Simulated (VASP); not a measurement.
Consider the following.

```
CdI2
1.0
    2.12050    -3.67281     0.00000
    2.12050     3.67281     0.00000
    0.00000     0.00000     6.88186
Cd I
1 2
Cartesian
  0.00000   0.00000   0.00000
  2.12050   1.22427   1.73266
  2.12050  -1.22427   5.14919
```

Level of theory: PBE GGA with D4 dispersion, VASP's PBE PAW potentials (set 64) (plane waves; VASP 6.6.1). Settings: 520 eV cut-off, Gaussian smearing of 0.050 eV, potentials Cd I.

Unless said otherwise, spin-orbit coupling is left out, though it shifts the bands of the heavy elements here.

Problem. Give the energies of bands 8 to 16 at the high-symmetry points, in eV from the valence-band maximum.

Solution. 
```json
[
 {"band": "8", "Γ": "-3.77", "M": "-3.81", "K": "-3.78", "A": "-3.00", "L": "-3.92", "H": "-3.63"},
 {"band": "9", "Γ": "-0.28", "M": "-2.74", "K": "-2.15", "A": "-1.64", "L": "-3.18", "H": "-2.65"},
 {"band": "10", "Γ": "-0.28", "M": "-2.01", "K": "-2.15", "A": "-0.41", "L": "-1.28", "H": "-2.65"},
 {"band": "11", "Γ": "-0.16", "M": "-1.49", "K": "-1.93", "A": "-0.41", "L": "-1.22", "H": "-2.30"},
 {"band": "12", "Γ": "-0.15", "M": "-0.74", "K": "-1.13", "A": "0.00", "L": "-0.52", "H": "-0.28"},
 {"band": "13", "Γ": "-0.15", "M": "-0.14", "K": "-1.13", "A": "0.00", "L": "-0.47", "H": "-0.28"},
 {"band": "14", "Γ": "2.44", "M": "2.64", "K": "2.62", "A": "3.59", "L": "2.33", "H": "3.40"},
 {"band": "15", "Γ": "4.49", "M": "4.98", "K": "6.93", "A": "4.52", "L": "4.90", "H": "5.46"},
 {"band": "16", "Γ": "6.36", "M": "5.90", "K": "6.93", "A": "6.15", "L": "5.78", "H": "5.46"}
]
```

The gap is indirect, 2.33 eV, from the valence maximum at A to the conduction minimum at L-M at 0.22.

The compound is CdI2 in the 1T layered structure. It was relaxed first.
